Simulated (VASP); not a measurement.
# Se3Br (I4/mmm) in VASP: single point with PBE

Aim: the single point of Se3Br with PBE.

All numbers are computed with VASP 6.6.1; they aren't measurements. Logs are shortened: lines on timing, memory, paths and dates and some standing lists are left out, and cuts for length are marked.

## Step 1: Starting point

It takes space group I4/mmm (No. 139, tetragonal). The conventional cell has a = 3.802 Å, b = 3.802 Å, c = 16.964 Å, α = 90.00°, β = 90.00°, γ = 90.00°. Se (site symmetry -4m2) is surrounded by 4 Se at 2.69 Å. Se (site symmetry 4/mmm) has 4 Br at 2.69 Å as nearest neighbours. Around Br (site symmetry 4/mmm) lie 4 Se at 2.69 Å.

The cell comes from a database or a generator and needn't be the stable form of this composition.

## Step 2: Single point, PBE

INCAR

```
SYSTEM = Se3Br
PREC = Accurate
ENCUT = 520
EDIFF = 1E-6
ISMEAR = 0
SIGMA = 0.1
LREAL = .False.
LASPH = .True.
NELM = 100
ALGO = Normal
ISIF = 2
LWAVE = .False.
LCHARG = .False.
GGA = PE
NBANDS = 20
```

KPOINTS

```
regular mesh
0
Gamma
  6 6 6
  0 0 0
```

POSCAR

```
Se3Br
1.0
   -1.9012420200      1.9012420200      8.4819002200
    1.9012420200     -1.9012420200      8.4819002200
    1.9012420200      1.9012420200     -8.4819002200
Se Br
3 1
Direct
    0.2500000000      0.7500000000      0.5000000000
    0.7500000000      0.2500000000      0.5000000000
    0.5000000000      0.5000000000      0.0000000000
    0.0000000000      0.0000000000      0.0000000000
```

Potentials or basis: VASP PAW PBE potentials, release 64 (Se, Br).

Launch:

```sh
$ cat potpaw_PBE.64/Se/POTCAR potpaw_PBE.64/Br/POTCAR > POTCAR
$ mpirun -np 1 vasp_std > vasp.out
```

OUTCAR:

```text
SYSTEM = Se3Br
   PREC = Accurate
   ENCUT = 520
   EDIFF = 1E-6
   ISMEAR = 0
   LREAL = .False.
   LASPH = .True.
   NELM = 100
   ISIF = 2
   GGA = PE

 ion  position               nearest neighbor table
   1  0.250  0.750  0.500-   2 2.69   2 2.69   2 2.69   2 2.69
   2  0.750  0.250  0.500-   1 2.69   1 2.69   1 2.69   1 2.69
   3  0.500  0.500  0.000-   4 2.69   4 2.69   4 2.69   4 2.69
   4  0.000  0.000  0.000-   3 2.69   3 2.69   3 2.69   3 2.69

  LATTYP: Found a body centered tetragonal cell.
 ALAT       =     3.8024840400
 C/A-ratio  =     4.4612417203

  Lattice vectors:

 A1 = (  -1.9012420200,   1.9012420200,   8.4819002200)
 A2 = (   1.9012420200,  -1.9012420200,   8.4819002200)
 A3 = (   1.9012420200,   1.9012420200,  -8.4819002200)

Analysis of symmetry for initial positions (statically):
=====================================================================
 Subroutine PRICEL returns:
 Original cell was already a primitive cell.

 Routine SETGRP: Setting up the symmetry group for a
 body centered tetragonal supercell.

 Subroutine GETGRP returns: Found 16 space group operations
 (whereof 16 operations were pure point group operations)
 out of a pool of 16 trial point group operations.

The static configuration has the point symmetry D_4h.

Analysis of symmetry for dynamics (positions and initial velocities):
=====================================================================
 Subroutine PRICEL returns:
 Original cell was already a primitive cell.

 Routine SETGRP: Setting up the symmetry group for a
 body centered tetragonal supercell.

 Subroutine GETGRP returns: Found 16 space group operations
 (whereof 16 operations were pure point group operations)
 out of a pool of 16 trial point group operations.

The dynamic configuration has the point symmetry D_4h.

 Subroutine INISYM returns: Found 16 space group operations
 (whereof 16 operations are pure point group operations),
 and found     1 'primitive' translations

----------------------------------------------------------------------------------------

                                     Primitive cell

  volume of cell :     122.6388

  direct lattice vectors                    reciprocal lattice vectors
    -1.901242020  1.901242020  8.481900220     0.000000000  0.262985982  0.058949055
     1.901242020 -1.901242020  8.481900220     0.262985982  0.000000000  0.058949055
     1.901242020  1.901242020 -8.481900220     0.262985982  0.262985982  0.000000000

  length of vectors
     8.897869058  8.897869058  8.897869058     0.269511814  0.269511814  0.371918343

  position of ions in fractional coordinates (direct lattice)
     0.250000000  0.750000000  0.500000000
     0.750000000  0.250000000  0.500000000
     0.500000000  0.500000000  0.000000000
     0.000000000  0.000000000  0.000000000

  ion indices of the primitive-cell ions
   primitive index   ion index
                 1           1
                 2           2
                 3           3
                 4           4

----------------------------------------------------------------------------------------

 KPOINTS: regular mesh

Automatic generation of k-mesh.
 Grid dimensions read from file:
 generate k-points for:    6    6    6

 Generating k-lattice:

  Cartesian coordinates                     Fractional coordinates (reciprocal lattice)
     0.000000000  0.043830997  0.009824842     0.166666667 -0.000000000  0.000000000
     0.043830997  0.000000000  0.009824842    -0.000000000  0.166666667  0.000000000
     0.043830997  0.043830997  0.000000000     0.000000000  0.000000000  0.166666667

  Length of vectors
     0.044918636  0.044918636  0.061986390

  Shift w.r.t. Gamma in fractional coordinates (k-lattice)
     0.000000000  0.000000000  0.000000000

 Subroutine IBZKPT returns following result:
 ===========================================

 Found     30 irreducible k-points:

 Following reciprocal coordinates:
            Coordinates               Weight
  0.000000  0.000000  0.000000      1.000000
  0.166667  0.000000 -0.000000      8.000000
  0.333333  0.000000  0.000000      8.000000
  0.500000  0.000000  0.000000      4.000000
  0.166667  0.166667 -0.000000      8.000000
  0.333333  0.166667  0.000000     16.000000
[... 16 lines left out ...]
 -0.333333 -0.333333  0.166667      8.000000
 -0.166667 -0.333333  0.166667      8.000000
 [... further k-points ...]
   k-points           NKPTS =     30   k-points in BZ     NKDIM =     30   number of bands    NBANDS=     20
   number of dos      NEDOS =    301   number of ions     NIONS =      4
   total plane-waves  NPLWV = 343000
   dimension x,y,z NGX =    70 NGY =   70 NGZ =   70
   dimension x,y,z NGXF=   140 NGYF=  140 NGZF=  140
   ions per type =               3   1
   NGX,Y,Z   is equivalent  to a cutoff of  13.08, 13.08, 13.08 a.u.
   NGXF,Y,Z  is equivalent  to a cutoff of  26.16, 26.16, 26.16 a.u.
 SYSTEM =  Se3Br
   PREC   = accura    normal or accurate (medium, high low for compatibility)
   ISTART =      0    job   : 0-new  1-cont  2-samecut
   ICHARG =      2    charge: 1-file 2-atom 10-const
   ISPIN  =      1    spin polarized calculation?
   LNONCOLLINEAR =      F non collinear calculations
   LSORBIT =      F    spin-orbit coupling
   LASPH  =      T    aspherical Exc in radial PAW
   ENCUT  =  520.0 eV  38.22 Ry    6.18 a.u.  16.54 16.54 16.54*2*pi/ulx,y,z
   NELM   =    100;   NELMIN=  2; NELMDL= -5     # of ELM steps
   EDIFF  = 0.1E-05   stopping-criterion for ELM
   LREAL  =      F    real-space projection
   EDIFFG = 0.1E-04   stopping-criterion for IOM
   NSW    =      0    number of steps for IOM
   IBRION =     -1    ionic relax: 0-MD 1-quasi-New 2-CG
   NFREE  =      0    steps in history (QN), initial steepest desc. (CG)
   ISIF   =      2    stress and relaxation
   ISYM   =      2    0-nonsym 1-usesym 2-fastsym
   POTIM  = 0.5000    time-step for ionic-motion
   TEBEG  =    0.0;   TEEND  =   0.0 temperature during run
   PSTRESS=    0.0 pullay stress
   NELECT =      25.0000    total number of electrons
   NUPDOWN=      -1.0000    fix difference up-down
   EMIN   =  10.00;   EMAX   =-10.00  energy-range for DOS
   EFERMI =   0.00;   METHOD = LEGACY
   ISMEAR =     0;   SIGMA  =   0.10  broadening in eV -4-tet -1-fermi 0-gaus
   EFERMI_NEDOS =   21; number of points for ismear=-14 and -15
   IALGO  =     38    algorithm
   IMIX   =      4    mixing-type and parameters
     AMIX     =   0.40;   BMIX     =  1.00
     AMIX_MAG =   1.60;   BMIX_MAG =  1.00
  volume/ion in A,a.u.               =      30.66       206.90
  Fermi-wavevector in a.u.,A,eV,Ry     =   0.963486  1.820725 12.630366  0.928306
  Thomas-Fermi vector in A             =   2.093036
   LORBIT       =      0    0 simple, 1 ext, 2 COOP (PROOUT), +10 PAW based schemes
   GGA     = PE    functional components
   LHFCALC =     F    Hartree Fock is set to
   AEXX    =    0.0000 exact exchange contribution
   IVDW    =     0    specifies the selected vdW correction
   LEPSILON=     F    determine dielectric tensor
   LRPA    =     F    only Hartree local field effects (RPA)
 non-spin polarized calculation
 Gauss-broadening in eV      SIGMA  =   0.10
  energy-cutoff  :      520.00
  volume of cell :      122.64
 maximum number of plane-waves:      3319
 NGX is ok and might be reduce to    70
   NGX = 33   NGY = 33   NGZ = 33

 number of electron      25.0000002 magnetization

 Free energy of the ion-electron system (eV)
  ---------------------------------------------------
  ext. energy  EPLUGINS =         0.00000000
  ---------------------------------------------------
  free energy    TOTEN  =       -10.90731894 eV

  energy without entropy =      -10.88486925  energy(sigma->0) =      -10.89609409

 E-fermi :   1.4058     XC(G=0):  -8.2161

 val. band max:        1.3836247806   @ k =   0.3333   0.0000   0.0000
 cond. band min:       1.4898630151   @ k =  -0.3333   0.5000   0.3333
 fundamental gap:      0.1062382345
 Fermi energy:         1.4058472475

 k-point     1 :       0.0000    0.0000    0.0000
  band No.  band energies     occupation
      1     -15.2949      2.00000
      2     -13.5811      2.00000
      3      -9.3769      2.00000
      4      -8.0290      2.00000
      5      -3.3905      2.00000
      6      -3.3905      2.00000
[... 12 lines left out ...]
     19       6.0250      0.00000
     20      10.7635      0.00000

 k-point     2 :       0.1667    0.0000   -0.0000
  band No.  band energies     occupation
      1     -15.1260      2.00000
      2     -13.3421      2.00000
      3      -9.8796      2.00000
      4      -8.7025      2.00000
      5      -3.1408      2.00000
      6      -2.9687      2.00000
[... 12 lines left out ...]
     19       6.9741      0.00000
     20      10.1897      0.00000

 k-point     3 :       0.3333    0.0000    0.0000
  band No.  band energies     occupation
      1     -14.7058      2.00000
      2     -12.6385      2.00000
      3     -10.8634      2.00000
      4     -10.1036      2.00000
      5      -2.4446      2.00000
      6      -2.1819      2.00000
[... 12 lines left out ...]
     19       9.4988      0.00000
     20       9.8782      0.00000

 k-point     4 :       0.5000    0.0000    0.0000
  band No.  band energies     occupation
      1     -14.4217      2.00000
      2     -11.5240      2.00000
      3     -11.5182      2.00000
      4     -11.3872      2.00000
      5      -1.8095      2.00000
      6      -1.6783      2.00000
[... 12 lines left out ...]
     19       9.9621      0.00000
     20      10.3422      0.00000

 k-point     5 :       0.1667    0.1667   -0.0000
  band No.  band energies     occupation
      1     -14.9688      2.00000
      2     -13.1101      2.00000
      3     -10.1640      2.00000
      4      -9.0882      2.00000
      5      -4.0103      2.00000
      6      -3.2330      2.00000
[... 12 lines left out ...]
     19       7.7986      0.00000
     20       9.3172      0.00000

 k-point     6 :       0.3333    0.1667    0.0000
  band No.  band energies     occupation
      1     -14.5865      2.00000
      2     -12.4319      2.00000
      3     -10.8354      2.00000
      4     -10.1296      2.00000
      5      -4.0118      2.00000
      6      -3.2309      2.00000
[... 12 lines left out ...]
     19       8.9700      0.00000
     20       9.7501      0.00000

 k-point     7 :       0.5000    0.1667    0.0000
  band No.  band energies     occupation
      1     -14.3384      2.00000
      2     -11.3816      2.00000
      3     -11.3773      2.00000
      4     -11.2325      2.00000
      5      -3.3124      2.00000
      6      -2.8827      2.00000
[... 12 lines left out ...]
     19       9.1564      0.00000
     20       9.5846      0.00000
[... 277 lines left out ...]
 k-point    20 :       0.5000    0.5000    0.1667
  band No.  band energies     occupation
      1     -14.3163      2.00000
      2     -11.8515      2.00000
      3     -10.8317      2.00000
      4     -10.3849      2.00000
      5      -4.9618      2.00000
      6      -4.2997      2.00000
[... 12 lines left out ...]
     19       8.3334      0.00000
     20       8.4025      0.00000

 k-point    21 :      -0.3333    0.5000    0.1667
  band No.  band energies     occupation
      1     -14.5864      2.00000
      2     -12.4321      2.00000
      3     -10.8358      2.00000
      4     -10.1294      2.00000
      5      -4.0114      2.00000
      6      -3.2296      2.00000
[... 12 lines left out ...]
     19       9.0507      0.00000
     20       9.1836      0.00000

 k-point    22 :      -0.1667    0.5000    0.1667
  band No.  band energies     occupation
      1     -14.7056      2.00000
      2     -12.6388      2.00000
      3     -10.8639      2.00000
      4     -10.1032      2.00000
      5      -2.4451      2.00000
      6      -2.1033      2.00000
[... 12 lines left out ...]
     19       9.3520      0.00000
     20       9.5362      0.00000

 k-point    23 :      -0.3333   -0.3333    0.1667
  band No.  band energies     occupation
      1     -14.9686      2.00000
      2     -13.1106      2.00000
      3     -10.1642      2.00000
      4      -9.0882      2.00000
      5      -4.0098      2.00000
      6      -3.2323      2.00000
[... 12 lines left out ...]
     19       7.7839      0.00000
     20       9.0390      0.00000

 k-point    24 :      -0.1667   -0.3333    0.1667
  band No.  band energies     occupation
      1     -15.1258      2.00000
      2     -13.3426      2.00000
      3      -9.8798      2.00000
      4      -8.7024      2.00000
      5      -3.1413      2.00000
      6      -2.9687      2.00000
[... 12 lines left out ...]
     19       6.9661      0.00000
     20       9.5012      0.00000

 [... further k-points ...]

------------------------ aborting loop because EDIFF is reached ----------------------------------------

  FORCE on cell =-STRESS in cart. coord.  units (eV):
  Direction    XX          YY          ZZ          XY          YZ          ZX
  --------------------------------------------------------------------------------------
  -------------------------------------------------------------------------------------
  Total        0.2434401      0.2434401      0.1290458      0.0000000      0.0000000      0.0000000
  in kB        3.1803484      3.1803484      1.6858796      0.0000000      0.0000000      0.0000000
  external PRESSURE =       2.6821921 kB  Pullay stress =       0.0000000 kB

 VOLUME and BASIS-vectors are now :
 -----------------------------------------------------------------------------
  energy-cutoff  :      520.00
  volume of cell :      122.64
      direct lattice vectors                 reciprocal lattice vectors
    -1.901242020  1.901242020  8.481900220     0.000000000  0.262985982  0.058949055
     1.901242020 -1.901242020  8.481900220     0.262985982  0.000000000  0.058949055
     1.901242020  1.901242020 -8.481900220     0.262985982  0.262985982  0.000000000

 POSITION                                       TOTAL-FORCE (eV/Angst)
 -----------------------------------------------------------------------------------
      1.90124     -0.00000      4.24095         0.000000     -0.000000     -0.000000
     -0.00000      1.90124      4.24095        -0.000000      0.000000      0.000000
      0.00000      0.00000      8.48190         0.000000     -0.000000     -0.000000
      0.00000      0.00000      0.00000         0.000000     -0.000000     -0.000000
 -----------------------------------------------------------------------------------
    total drift:                               -0.000000     -0.000000     -0.000000

  FREE ENERGIE OF THE ION-ELECTRON SYSTEM (eV)
  ---------------------------------------------------
  free  energy   TOTEN  =       -10.9073189404 eV

  energy  without entropy=      -10.8848692456  energy(sigma->0) =      -10.89609409
```

Run time: 3.7 min. Hardware: 1 thread of Intel Xeon 6975P-C (Granite Rapids), shared host; peak memory 0.66 GiB.

Results:

```
Free energy            : -10.9073 eV
Pressure               : 0.3 GPa
Band gap on the k mesh : none (metal or under the smearing width)
```

Caveat: the k mesh is coarse (spacing up to 0.39 Å⁻¹), so the values aren't converged; an odd number of electrons without spin polarisation forces a metal; a magnetic or distorted state may lie lower.
